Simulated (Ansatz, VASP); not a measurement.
# One calculation of ZrGaH4, two programs

```
Zr Ga H
1.0
     3.54761    0.00000    0.00000
     0.00000    3.54761    0.00000
     0.00000    0.00000    4.21556
Zr Ga H
1 1 4
Cartesian
  1.7738 1.7738 2.1078
  0.0000 0.0000 0.0000
  1.7738 0.0000 1.0571
  0.0000 1.7738 3.1584
  1.7738 0.0000 3.1584
  0.0000 1.7738 1.0571
```

Alike in both runs: functional PBE; k mesh 10 × 10 × 8; occupations gaussian, width 0.1 eV; no spin polarisation.

Ansatz relaxed the structure, and its values are those at the end. VASP's run is a single point on that final structure, the one shown.

|  | VASP | Ansatz |
| --- | --- | --- |
| version | VASP 6.6.1 | Ansatz 0.2.0 |
| potentials or method | VASP PAW PBE potentials, release 64 (Zr_sv, Ga_d, H) | scalar-relativistic, plane waves, PAW |
| plane-wave cutoff (eV) | 520 | 420 |
| valence electrons in the cell | 29 | 29 |

|  | VASP | Ansatz | Ansatz less VASP |
| --- | --- | --- | --- |
| gap on the k mesh at the Fermi level (eV) | none | none | - |
| pressure (GPa) | 0.0 | 0.0 | 0.00 |

A gap of «none» marks a metal or a gap that the smearing closes.
